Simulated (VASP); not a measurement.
All values below come from rev-vdW-DF2, VASP's PBE PAW potentials (set 64) (plane waves; VASP 6.6.1).

The input files of a VASP run:

### INCAR
```
LWAVE  =  F
NSW  =  60   # most ionic steps
NELM  =  100
IBRION  =  2
SYSTEM  =  SnTe
PARAM1  =  0.1234568
SIGMA  =  0.05   # width (eV)
LREAL  =  F   # projection in real space or not
AGGAC  =  0.0
GGA  =  MK
ALGO  =  Normal
ISMEAR  =  0   # Gaussian
LMAXMIX  =  4   # l cut-off of mixed one-centre charges
LUSE_VDW  =  T
PREC  =  Accurate
ISIF  =  3   # ions, shape and volume
PARAM2  =  0.7114
ZAB_VDW  =  -1.8867
EDIFF  =  1E-6
LASPH  =  T   # aspherical one-centre terms
EDIFFG  =  -0.01
LCHARG  =  F
ENCUT  =  520   # plane-wave cut-off (eV)
```

**KPOINTS**
```
Automatic mesh
0
Gamma
7 7 7
0 0 0
```

### POSCAR
```
SnTe
1
   -0.0000000000     3.1842313616     3.1842313616
    3.1842313616     0.0000000000     3.1842313616
    3.1842313616     3.1842313616    -0.0000000000
Sn Te
1 1
Direct
  0.0000000000   0.0000000000   0.0000000000
  0.5000000000   0.5000000000   0.5000000000
```

POTCAR, in this order: Sn_d Te (PBE.64 set). Program: vasp_std.

Problem. What will the output report for the number of irreducible k-points (NKPTS), largest plane-wave count, number of space-group operations, FFT grid (NGX, NGY, NGZ)?

Solution. 
The number of irreducible k-points (NKPTS) is 20 and the largest plane-wave count comes out as 1807. The number of space-group operations comes out as 48 and the FFT grid (NGX, NGY, NGZ) is 36 × 36 × 36.

The compound is SnTe in the rock salt structure, which distorts at low temperature. It was relaxed first. The start is the result of an earlier pass.
